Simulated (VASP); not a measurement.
**Al2InN3: relaxation of cell and atoms with PBE**

Al2InN3:

```
CELL_PARAMETERS angstrom
0.00000 3.03306 5.15315
2.90614 0.00000 5.15315
2.90614 3.03306 0.00000
ATOMIC_POSITIONS crystal
Al 0.72506 0.72506 0.27494
Al 0.27494 0.27494 0.72506
In 0.50000 0.50000 0.50000
N 0.00000 0.50000 0.50000
N 0.50000 0.00000 0.00000
N 0.00000 0.00000 0.00000
```

The cell was built by a generator and needn't be a form met in nature.

```
Program                : VASP 6.6.1
Task                   : relaxation of cell and atoms
Functional             : PBE
Potentials or basis    : VASP PAW PBE potentials, release 64 (Al, In_d, N)
Cutoff                 : 520 eV
k mesh                 : 4 × 4 × 4
Occupations            : gaussian, width 0.15 eV
Spin                   : no spin polarisation
Further INCAR settings : PREC = Normal; ALGO = Fast; EDIFF = 0.0001; IBRION = 2; EDIFFG = -0.08; NSW = 24; ISIF = 3
```

```yaml
Relaxed_volume: 13.99 Å³/atom
Relaxed_cell: a = 6.306 Å, b = 6.052 Å, c = 3.942 Å, α = 74.93°, β = 67.94°, γ = 37.13°
Space_group_after_relaxing_to_0.05_Å: Fmmm (No. 69)
Energy_gained_by_relaxing: 1849.8 meV/atom
Ionic_steps: 22
Pressure_after_relaxing: 0.3 GPa
Largest_force_after_relaxing: 0.025 eV/Å
Band_gap_on_the_k_mesh: 0.17 eV, indirect (least direct gap 0.32 eV)
```

Forces in eV/Å, atoms in the order of the input:
```
Al   0.000  0.000  0.025
Al   0.000  0.000 -0.025
In   0.000  0.000  0.000
N    0.000  0.000  0.000
N    0.000  0.000  0.000
N    0.000  0.000  0.000
```

Stress tensor (GPa, compression positive):
```
 0.65  0.00  0.00
 0.00 -0.10  0.00
 0.00  0.00  0.32
```

The path:
| step | energy change (eV) | largest force (eV/Å) | pressure (GPa) | volume (Å³) |
| --- | --- | --- | --- | --- |
| 1 | 0.0000 | 1.5581 | 40.93 | 90.84 |
| 2 | 0.8971 | 1.4054 | -17.49 | 147.43 |
| 3 | -3.3929 | 2.5260 | -3.30 | 112.43 |
| 4 | -3.4444 | 2.5534 | -0.90 | 110.34 |
| 5 | -3.4750 | 2.5599 | 0.14 | 109.22 |
| 6 | -4.0412 | 1.5210 | -1.61 | 111.76 |
| 7 | -4.2188 | 1.3977 | -2.22 | 113.34 |
| 8 | -4.4784 | 1.8287 | -3.06 | 116.26 |
| 9 | -5.1150 | 2.2587 | -8.15 | 121.21 |
| 10 | -5.9295 | 2.6522 | -8.20 | 115.72 |
| 11 | -8.3941 | 2.1097 | -10.37 | 100.13 |
| 12 | -5.2369 | 9.9647 | 18.01 | 72.72 |
| 13 | -9.0108 | 1.3541 | -9.60 | 94.39 |
| 14 | -9.2110 | 1.0178 | -9.09 | 86.53 |
| 15 | -9.2844 | 0.0514 | -10.12 | 89.39 |
| 16 | -10.2081 | 2.7867 | 8.54 | 76.56 |
| 17 | -10.2815 | 1.6504 | 3.09 | 78.88 |
| 18 | -10.8601 | 0.6984 | 3.40 | 80.31 |
| 19 | -11.0654 | 0.1994 | 4.01 | 81.51 |
| 20 | -11.0679 | 0.1593 | 4.00 | 81.69 |
| 21 | -11.0907 | 0.1189 | -1.48 | 85.12 |
| 22 | -11.0987 | 0.0251 | 0.29 | 83.94 |

Final structure:
```yaml
crystal:
  lattice:
    - [0.00000, 3.05551, 5.51605]
    - [2.49027, 0.00000, 5.51605]
    - [2.49027, 3.05551, 0.00000]
  atoms:
    - { symbol: Al, position: [0.83590, 0.83590, 0.16410] }
    - { symbol: Al, position: [0.16410, 0.16410, 0.83590] }
    - { symbol: In, position: [0.50000, 0.50000, 0.50000] }
    - { symbol: N, position: [0.00000, 0.50000, 0.50000] }
    - { symbol: N, position: [0.50000, 0.00000, 0.00000] }
    - { symbol: N, position: [0.00000, 0.00000, 0.00000] }
```

Levels at points of the mesh, in eV from the valence-band top:
| k point | band 15 | band 16 | band 17 | band 18 | band 19 | band 20 |
| --- | --- | --- | --- | --- | --- | --- |
| (0.00, 0.00, 0.00) | -2.62 | -1.96 | -0.40 | 1.28 | 1.81 | 3.03 |
| (0.50, 0.00, 0.00) | -1.85 | -1.80 | -1.39 | 1.73 | 1.78 | 2.67 |
| (0.50, 0.50, 0.00) | -1.88 | -0.80 | -0.76 | 1.25 | 1.53 | 2.46 |
| (0.50, 0.00, 0.50) | -3.54 | -1.04 | -0.41 | 1.54 | 2.29 | 4.46 |
| (0.00, 0.50, 0.50) | -2.46 | -2.07 | -0.67 | 1.54 | 3.12 | 4.46 |

Run time: 6.1 min on 1 thread of Intel(R) Xeon(R) Platinum 8488C (Sapphire Rapids), on a shared host, peak memory 0.2 GiB.

Caveat: spin-orbit coupling is left out, which moves the levels of the heavy elements; the relaxation stopped at a loose force limit of 0.08 eV/Å, so its end isn't a converged minimum. A k mesh can miss the band edges.
